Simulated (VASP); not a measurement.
Method: PBE GGA, VASP's PBE PAW potentials (set 64) (plane waves; VASP 6.6.1).

VASP ran on this input.

**POSCAR**
```
Cd
1
    1.4900000000    -2.5807560000     0.0000000000
    1.4900000000     2.5807560000     0.0000000000
    0.0000000000     0.0000000000     5.6200000000
Cd
2
Direct
  0.3333330000   0.6666670000   0.2500000000
  0.6666670000   0.3333330000   0.7500000000
```

### KPOINTS
```
Automatic mesh
0
Gamma
 13 13 6
```

**INCAR**
```
LCHARG = .False.
LWAVE = .False.
LMAXMIX = 4   # l cut-off of mixed one-centre charges
ENCUT = 400   # plane-wave cut-off (eV)
SYSTEM = Cd
BMIX = 1.0
ISMEAR = 1
LASPH = .True.
LREAL = .False.   # projection in real space or not
ALGO = Normal   # blocked Davidson
SIGMA = 0.1   # width (eV)
GGA = PE   # PBE
EDIFF = 1E-6
IMIX = 1
PREC = Accurate
NELM = 100   # most electronic steps
ISIF = 2   # forces and stress, cell fixed
AMIX = 1.0
```

POTCAR, in this order: Cd (PBE.64 set). Program: vasp_std.

The run wrote:

OSZICAR:
```
...
DAV:  12    -0.164073820395E+01   -0.15661E-01   -0.27490E+00  2720   0.229E+01    0.504E+00
DAV:  13    -0.164907574378E+01   -0.83375E-02   -0.29037E+00  2712   0.225E+01    0.519E+00
DAV:  14    -0.166781099319E+01   -0.18735E-01   -0.31993E+00  2712   0.247E+01    0.544E+00
DAV:  15    -0.167709065170E+01   -0.92797E-02   -0.33754E+00  2712   0.242E+01    0.560E+00
DAV:  16    -0.169954659928E+01   -0.22456E-01   -0.37268E+00  2712   0.267E+01    0.588E+00
DAV:  17    -0.170983638657E+01   -0.10290E-01   -0.39270E+00  2712   0.261E+01    0.604E+00
DAV:  18    -0.173681195030E+01   -0.26976E-01   -0.43458E+00  2712   0.289E+01    0.635E+00
DAV:  19    -0.174816212645E+01   -0.11350E-01   -0.45730E+00  2712   0.281E+01    0.652E+00
DAV:  20    -0.178063224178E+01   -0.32470E-01   -0.50732E+00  2704   0.313E+01    0.687E+00
DAV:  21    -0.179305486229E+01   -0.12423E-01   -0.53304E+00  2704   0.303E+01    0.705E+00
DAV:  22    -0.183222135631E+01   -0.39166E-01   -0.59290E+00  2704   0.339E+01    0.743E+00
DAV:  23    -0.184569364001E+01   -0.13472E-01   -0.62194E+00  2704   0.327E+01    0.762E+00
DAV:  24    -0.189307570581E+01   -0.47382E-01   -0.69376E+00  2696   0.368E+01    0.805E+00
DAV:  25    -0.190751363070E+01   -0.14438E-01   -0.72646E+00  2696   0.353E+01    0.825E+00
DAV:  26    -0.196500570984E+01   -0.57492E-01   -0.81287E+00  2696   0.399E+01    0.872E+00
DAV:  27    -0.198023826951E+01   -0.15233E-01   -0.84956E+00  2696   0.380E+01    0.893E+00
DAV:  28    -0.205018883323E+01   -0.69951E-01   -0.95384E+00  2696   0.434E+01    0.946E+00
DAV:  29    -0.206589316092E+01   -0.15704E-01   -0.99478E+00  2696   0.411E+01    0.968E+00
DAV:  30    -0.215120741045E+01   -0.85314E-01   -0.11209E+01  2696   0.471E+01    0.103E+01
DAV:  31    -0.216681665862E+01   -0.15609E-01   -0.11662E+01  2696   0.444E+01    0.105E+01
DAV:  32    -0.227113750041E+01   -0.10432E+00   -0.13188E+01  2696   0.513E+01    0.112E+01
DAV:  33    -0.228578830267E+01   -0.14651E-01   -0.13688E+01  2696   0.479E+01    0.114E+01
DAV:  34    -0.241372574165E+01   -0.12794E+00   -0.15542E+01  2696   0.558E+01    0.121E+01
DAV:  35    -0.242619296203E+01   -0.12467E-01   -0.16085E+01  2696   0.518E+01    0.124E+01
DAV:  36    -0.258356961151E+01   -0.15738E+00   -0.18344E+01  2696   0.608E+01    0.132E+01
DAV:  37    -0.259207062343E+01   -0.85010E-02   -0.18924E+01  2696   0.560E+01    0.135E+01
DAV:  38    -0.278636203065E+01   -0.19429E+00   -0.21683E+01  2696   0.664E+01    0.144E+01
DAV:  39    -0.278844849346E+01   -0.20865E-02   -0.22296E+01  2696   0.606E+01    0.147E+01
DAV:  40    -0.302923222173E+01   -0.24078E+00   -0.25677E+01  2696   0.725E+01    0.158E+01
DAV:  41    -0.302139476447E+01    0.78375E-02   -0.26310E+01  2696   0.655E+01    0.160E+01
DAV:  42    -0.332067654464E+01   -0.29928E+00   -0.30466E+01  2696   0.792E+01    0.172E+01
DAV:  43    -0.329778050994E+01    0.22896E-01   -0.31093E+01  2696   0.709E+01    0.174E+01
DAV:  44    -0.367116369003E+01   -0.37338E+00   -0.36216E+01  2696   0.867E+01    0.189E+01
DAV:  45    -0.362633228957E+01    0.44831E-01   -0.36804E+01  2696   0.768E+01    0.190E+01
DAV:  46    -0.409308659748E+01   -0.46675E+00   -0.43131E+01  2696   0.949E+01    0.207E+01
DAV:  47    -0.401622613092E+01    0.76860E-01   -0.43623E+01  2696   0.832E+01    0.208E+01
DAV:  48    -0.460144848575E+01   -0.58522E+00   -0.51438E+01  2696   0.104E+02    0.227E+01
DAV:  49    -0.447893373389E+01    0.12251E+00   -0.51761E+01  2696   0.901E+01    0.228E+01
DAV:  50    -0.521469857769E+01   -0.73576E+00   -0.61457E+01  2696   0.114E+02    0.250E+01
DAV:  51    -0.502883928519E+01    0.18586E+00   -0.61495E+01  2696   0.976E+01    0.251E+01
DAV:  52    -0.595663168979E+01   -0.92779E+00   -0.73555E+01  2696   0.125E+02    0.276E+01
DAV:  53    -0.568340943486E+01    0.27322E+00   -0.73162E+01  2696   0.106E+02    0.275E+01
DAV:  54    -0.685685096685E+01   -0.11734E+01   -0.88202E+01  2696   0.138E+02    0.305E+01
DAV:  55    -0.646346027157E+01    0.39339E+00   -0.87165E+01  2696   0.115E+02    0.303E+01
DAV:  56    -0.795186331537E+01   -0.14884E+01   -0.10589E+02  2696   0.151E+02    0.338E+01
DAV:  57    -0.739348060189E+01    0.55838E+00   -0.10399E+02  2696   0.124E+02    0.335E+01
DAV:  58    -0.928485080183E+01   -0.18914E+01   -0.12746E+02  2696   0.167E+02    0.376E+01
DAV:  59    -0.850190181983E+01    0.78295E+00   -0.12420E+02  2696   0.134E+02    0.370E+01
DAV:  60    -0.109109202407E+02   -0.24090E+01   -0.15369E+02  2696   0.184E+02    0.418E+01
DAV:  61    -0.982471777816E+01    0.10862E+01   -0.14854E+02  2696   0.145E+02    0.411E+01
DAV:  62    -0.129005445447E+02   -0.30758E+01   -0.18567E+02  2688   0.203E+02    0.467E+01
DAV:  63    -0.114093817589E+02    0.14912E+01   -0.17793E+02  2688   0.157E+02    0.456E+01
DAV:  64    -0.153477337887E+02   -0.39384E+01   -0.22477E+02  2688   0.224E+02    0.524E+01
DAV:  65    -0.133043307390E+02    0.20434E+01   -0.21346E+02  2688   0.170E+02    0.509E+01
DAV:  66    -0.183530396271E+02   -0.50487E+01   -0.27248E+02  2688   0.247E+02    0.589E+01
DAV:  67    -0.155560695402E+02    0.27970E+01   -0.25625E+02  2688   0.184E+02    0.569E+01
DAV:  68    -0.220223633744E+02   -0.64663E+01   -0.33028E+02  2688   0.273E+02    0.664E+01
DAV:  69    -0.182148971611E+02    0.38075E+01   -0.30753E+02  2688   0.198E+02    0.638E+01
DAV:  70    -0.264758079975E+02   -0.82609E+01   -0.39990E+02  2688   0.301E+02    0.750E+01
DAV:  71    -0.213256236681E+02    0.51502E+01   -0.36863E+02  2688   0.213E+02    0.718E+01
DAV:  72    -0.318212170734E+02   -0.10496E+02   -0.48340E+02  2688   0.331E+02    0.849E+01
DAV:  73    -0.249163588352E+02    0.69049E+01   -0.44050E+02  2688   0.229E+02    0.810E+01
DAV:  74    -0.381298894455E+02   -0.13214E+02   -0.58183E+02  2688   0.363E+02    0.962E+01
DAV:  75    -0.290352203801E+02    0.90947E+01   -0.52584E+02  2688   0.246E+02    0.914E+01
DAV:  76    -0.454766146591E+02   -0.16441E+02   -0.69786E+02  2688   0.396E+02    0.109E+02
DAV:  77    -0.336090848943E+02    0.11868E+02   -0.62412E+02  2688   0.263E+02    0.103E+02
DAV:  78    -0.537283535477E+02   -0.20119E+02   -0.82886E+02  2688   0.429E+02    0.123E+02
DAV:  79    -0.386213172328E+02    0.15107E+02   -0.74097E+02  2688   0.280E+02    0.117E+02
DAV:  80    -0.627092331150E+02   -0.24088E+02   -0.97153E+02  2688   0.463E+02    0.137E+02
DAV:  81    -0.440084307969E+02    0.18701E+02   -0.87460E+02  2688   0.296E+02    0.131E+02
DAV:  82    -0.723160720952E+02   -0.28308E+02   -0.11243E+03  2688   0.496E+02    0.152E+02
DAV:  83    -0.496477898579E+02    0.22668E+02   -0.10181E+03  2696   0.312E+02    0.145E+02
DAV:  84    -0.823085160430E+02   -0.32661E+02   -0.12844E+03  2688   0.528E+02    0.167E+02
DAV:  85    -0.552370665171E+02    0.27071E+02   -0.11515E+03  2696   0.326E+02    0.161E+02
DAV:  86    -0.922861420431E+02   -0.37049E+02   -0.14461E+03  2688   0.558E+02    0.183E+02
DAV:  87    -0.607175487115E+02    0.31569E+02   -0.12801E+03  2696   0.339E+02    0.176E+02
DAV:  88    -0.102112584105E+03   -0.41395E+02   -0.16081E+03  2688   0.585E+02    0.198E+02
DAV:  89    -0.659289473545E+02    0.36184E+02   -0.14014E+03  2688   0.351E+02    0.192E+02
DAV:  90    -0.111530879634E+03   -0.45602E+02   -0.17652E+03  2688   0.609E+02    0.213E+02
DAV:  91    -0.708327570728E+02    0.40698E+02   -0.15173E+03  2688   0.362E+02    0.207E+02
DAV:  92    -0.120294796189E+03   -0.49462E+02   -0.19109E+03  2688   0.631E+02    0.227E+02
DAV:  93    -0.753188205691E+02    0.44976E+02   -0.16208E+03  2688   0.371E+02    0.222E+02
DAV:  94    -0.128220617901E+03   -0.52902E+02   -0.20439E+03  2688   0.649E+02    0.240E+02
DAV:  95    -0.793142324195E+02    0.48906E+02   -0.17144E+03  2688   0.379E+02    0.235E+02
DAV:  96    -0.135364863827E+03   -0.56051E+02   -0.21652E+03  2688   0.665E+02    0.251E+02
DAV:  97    -0.828665353340E+02    0.52498E+02   -0.17974E+03  2688   0.386E+02    0.247E+02
DAV:  98    -0.141644017710E+03   -0.58777E+02   -0.22748E+03  2688   0.679E+02    0.262E+02
DAV:  99    -0.859744472842E+02    0.55670E+02   -0.18710E+03  2688   0.392E+02    0.258E+02
DAV: 100    -0.147175856117E+03   -0.61201E+02   -0.23717E+03  2688   0.691E+02
   1 F= -.14717586E+03 E0= -.14717597E+03  d E =0.344039E-03
```

### OUTCAR
```
------------------------ aborting loop EDIFF was not reached (unconverged)  ----------------------------
  FORCE on cell =-STRESS in cart. coord.  units (eV):
  Direction    XX          YY          ZZ          XY          YZ          ZX
  --------------------------------------------------------------------------------------
  Total      619.2145874    619.2147297    628.1902956      0.0000000     -0.0000000     -0.0000000
  in kB    22953.6754062  22953.6806844  23286.3960789      0.0000000     -0.0000000     -0.0000000
  external PRESSURE =   23064.5840565 kB  Pullay stress =       0.0000000 kB
  volume of cell :       43.22
      direct lattice vectors                 reciprocal lattice vectors
     1.490000000 -2.580756000  0.000000000     0.335570470 -0.193741679  0.000000000
     1.490000000  2.580756000  0.000000000     0.335570470  0.193741679  0.000000000
     0.000000000  0.000000000  5.620000000     0.000000000  0.000000000  0.177935943
 POSITION                                       TOTAL-FORCE (eV/Angst)
 -----------------------------------------------------------------------------------
      1.49000      0.86025      1.40500         0.000000     -0.000000      0.000000
      1.49000     -0.86025      4.21500        -0.000000      0.000000      0.000000
 -----------------------------------------------------------------------------------
    total drift:                               -0.000000      0.000168     -0.000003
  FREE ENERGIE OF THE ION-ELECTRON SYSTEM (eV)
  ---------------------------------------------------
  free  energy   TOTEN  =      -147.1758561172 eV

  energy  without entropy=     -147.1762001565  energy(sigma->0) =     -147.17597080
```
(Selected blocks of OUTCAR.)

### stdout
```
...
DAV:  81    -0.440084307969E+02    0.18701E+02   -0.87460E+02  2688   0.296E+02    0.131E+02
DAV:  82    -0.723160720952E+02   -0.28308E+02   -0.11243E+03  2688   0.496E+02    0.152E+02
DAV:  83    -0.496477898579E+02    0.22668E+02   -0.10181E+03  2696   0.312E+02    0.145E+02
DAV:  84    -0.823085160430E+02   -0.32661E+02   -0.12844E+03  2688   0.528E+02    0.167E+02
DAV:  85    -0.552370665171E+02    0.27071E+02   -0.11515E+03  2696   0.326E+02    0.161E+02
DAV:  86    -0.922861420431E+02   -0.37049E+02   -0.14461E+03  2688   0.558E+02    0.183E+02
DAV:  87    -0.607175487115E+02    0.31569E+02   -0.12801E+03  2696   0.339E+02    0.176E+02
DAV:  88    -0.102112584105E+03   -0.41395E+02   -0.16081E+03  2688   0.585E+02    0.198E+02
DAV:  89    -0.659289473545E+02    0.36184E+02   -0.14014E+03  2688   0.351E+02    0.192E+02
DAV:  90    -0.111530879634E+03   -0.45602E+02   -0.17652E+03  2688   0.609E+02    0.213E+02
DAV:  91    -0.708327570728E+02    0.40698E+02   -0.15173E+03  2688   0.362E+02    0.207E+02
DAV:  92    -0.120294796189E+03   -0.49462E+02   -0.19109E+03  2688   0.631E+02    0.227E+02
DAV:  93    -0.753188205691E+02    0.44976E+02   -0.16208E+03  2688   0.371E+02    0.222E+02
DAV:  94    -0.128220617901E+03   -0.52902E+02   -0.20439E+03  2688   0.649E+02    0.240E+02
DAV:  95    -0.793142324195E+02    0.48906E+02   -0.17144E+03  2688   0.379E+02    0.235E+02
DAV:  96    -0.135364863827E+03   -0.56051E+02   -0.21652E+03  2688   0.665E+02    0.251E+02
DAV:  97    -0.828665353340E+02    0.52498E+02   -0.17974E+03  2688   0.386E+02    0.247E+02
DAV:  98    -0.141644017710E+03   -0.58777E+02   -0.22748E+03  2688   0.679E+02    0.262E+02
DAV:  99    -0.859744472842E+02    0.55670E+02   -0.18710E+03  2688   0.392E+02    0.258E+02
DAV: 100    -0.147175856117E+03   -0.61201E+02   -0.23717E+03  2688   0.691E+02

 -----------------------------------------------------------------------------
|                                                                             |
|           W    W    AA    RRRRR   N    N  II  N    N   GGGG   !!!           |
|           W    W   A  A   R    R  NN   N  II  NN   N  G    G  !!!           |
|           W    W  A    A  R    R  N N  N  II  N N  N  G       !!!           |
|           W WW W  AAAAAA  RRRRR   N  N N  II  N  N N  G  GGG   !            |
|           WW  WW  A    A  R   R   N   NN  II  N   NN  G    G                |
|           W    W  A    A  R    R  N    N  II  N    N   GGGG   !!!           |
|                                                                             |
|     The electronic self-consistency was not achieved in the given           |
|     number of steps (NELM). The forces and other quantities evaluated       |
|     might not be reliable so examine the results carefully. If you find     |
|     spurious results, we suggest increasing NELM, if you were close to      |
|     convergence or switching to a different ALGO or adjusting the           |
|     density mixing parameters otherwise.                                    |
|                                                                             |
 -----------------------------------------------------------------------------

   1 F= -.14717586E+03 E0= -.14717597E+03  d E =0.344039E-03
```

Convergence was not reached.

The compound is Cd in the hcp structure. The cell was not relaxed at this level. The run is one of a series of settings (AMIX = 1.0, BMIX = 1.0, IMIX = 1 against the base run), some of them coarse on purpose.
